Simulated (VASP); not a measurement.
V (bcc) is relaxed at rising pressure, each step from the one before. Symmetry mostly holds the structure type, and other phases were not tried. The mesh follows the cell, and a change of mesh leaves a small step in the series.

Data:

V is modelled in the cubic space group Im-3m (No. 229), the bcc (W type) structure, Pearson symbol cI2. Conventional cell: a = b = c = 2.959 Å, α = β = γ = 90.00°. V on 2a is surrounded by 8 V at 2.563 Å and 6 V at 2.959 Å. (Neighbours: up to the widest gap in distance over summed covalent radii, below 1.35, at either atom.)
(The calculation used a cell of 1 atom; values per cell refer to that cell.)

All values below come from PBEsol GGA, VASP's PBE PAW potentials (set 64) (plane waves; VASP). Numerical set-up: 500 eV cut-off, 17×17×17 Γ-centred mesh, first-order Methfessel-Paxton smearing of 0.10 eV, potentials V_sv.

```tsv
P (GPa)	V (Å³/atom)	H − H(0) (eV/atom)	space group	gap on the mesh (eV)	k-mesh
0	12.96	0.000	Im-3m	0.00	17×17×17
5	___	___	Im-3m	0.00	17×17×17
10	___	___	Im-3m	0.00	17×17×17
20	11.88	1.543	Im-3m	0.00	18×18×18
30	11.48	2.273	Im-3m	0.00	18×18×18
45	10.98	3.323	Im-3m	0.00	18×18×18
```

Question: Fill in the missing entries.

Answer: 
- 5, V (Å³/atom): 12.65
- 5, H − H(0) (eV/atom): 0.400
- 10, V (Å³/atom): 12.37
- 10, H − H(0) (eV/atom): 0.790

Pressures at which the relaxation failed are left out.

The compound is V in the bcc structure. The run is not spin-polarised, so no magnetic state was tried.
